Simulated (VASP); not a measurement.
The system is Br2Zn, in a box.

```
Br Zn
1.0
    11.00000    0.00000    0.00000
     0.00000   13.00000    0.00000
     0.00000    0.00000   11.00000
Br Zn
2 1
Direct
  0.59021 0.64462 0.56956
  0.41215 0.35862 0.43662
  0.50100 0.50173 0.50300
```

Base run:

| Quantity | Value |
| --- | --- |
| Program | VASP 6.6.1 |
| Functional | SCAN |
| Potentials or basis | VASP PAW PBE potentials, release 64 (Br, Zn) |
| Cutoff | 520 eV |
| k mesh | 1 × 1 × 1 |
| Occupations | gaussian, width 0.01 eV |
| Spin | no spin polarisation |

Its results: gap between the frontier levels 5.00 eV; largest force 0.510 eV/Å.

The run is repeated on the same cell with these changes: functional from SCAN to BEEF-vdW. What comes out?

Gap between the frontier levels 4.39 eV; largest force 0.085 eV/Å.

Caveats: the PAW data sets were made with another functional, which shifts forces and pressure a little.

A k mesh can miss the band edges.

Not every run made on this cell is shown here.
